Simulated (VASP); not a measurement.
Set up this calculation in VASP 6.6.1, as the native input.

| Property | Result |
| --- | --- |
| Task | single point |
| Functional | PBEsol |
| Potentials or basis | VASP PAW PBE potentials, release 64 (Sc_sv, C) |
| Cutoff | 520 eV |
| k mesh | 3 × 2 × 3 |
| Occupations | gaussian, width 0.1 eV |
| Spin | no spin polarisation |
| Dipole correction | no |
| Further INCAR settings | ALGO = Fast; EDIFF = 1e-06; NBANDS = 80 |

The structure of Sc12C (a cell with a defect) lies in POSCAR:

```
Sc12C
1.0
    6.6200000000      0.0000000000      0.0000000000
   -4.9650000000      8.5996320000      0.0000000000
    0.0000000000      0.0000000000      5.2761400000
Sc C
12 1
Direct
   -0.0005171007     -0.0042961141      0.0072128488
    0.1735309209      0.2293248130      0.4813445056
   -0.0032662174      0.3311521935      0.0048209486
    0.1683041976      0.5528527267      0.4791364520
    0.0060075544      0.6742803646     -0.0007037342
    0.1661094196      0.8879533450      0.5081904574
    0.4957482139     -0.0024960370      0.0146813769
    0.6643452582      0.2195439293      0.5104644683
    0.5025019917      0.3327450523      0.0049231067
    0.6604913314      0.5535590360      0.4791669668
    0.5023542838      0.6708367288      0.0032392999
    0.6709069869      0.8929082082      0.5102339968
    0.3352435589      0.4466536475      1.1947906993
```

The cell was built by a generator and needn't be a form met in nature.

One way to write it, as run:

INCAR

```
SYSTEM = Sc12C
PREC     = Accurate       ! precision mode
ENCUT    = 520            ! plane-wave cutoff, eV
EDIFF    = 1E-6           ! SCF threshold, eV
ISMEAR   = 0              ! smearing method
SIGMA    = 0.1            ! smearing width, eV
LREAL    = .FALSE.        ! projectors in reciprocal space
LASPH    = .TRUE.         ! aspherical terms in the spheres
NELM     = 60             ! most SCF steps
ALGO     = Fast           ! electronic algorithm
ISIF     = 2              ! what is computed and relaxed
LWAVE    = .FALSE.        ! write WAVECAR
LCHARG   = .FALSE.        ! write CHGCAR
GGA      = PS             ! functional
NBANDS   = 80             ! bands
```

KPOINTS

```
regular mesh
0
G
  3 2 3
  0 0 0
```

Potentials or basis: VASP PAW PBE potentials, release 64 (Sc_sv, C).

Run with:

```console
$ cat potpaw_PBE.64/Sc_sv/POTCAR potpaw_PBE.64/C/POTCAR > POTCAR
$ mpirun -np 1 vasp_std > vasp.out
```

Results of the run:

| Property | Result |
| --- | --- |
| Pressure | -1.9 GPa |
| Largest force | 1.125 eV/Å |
| Band gap on the k mesh | none (metal or under the smearing width) |

Caveat: the k mesh is coarse (spacing up to 0.40 Å⁻¹), so the values aren't converged; the PAW data sets were made with another functional, which shifts forces and pressure a little.

Run time: 7.6 min on 1 thread of Intel(R) Xeon(R) 6975P-C (Granite Rapids), on a shared host, peak memory 0.49 GiB.
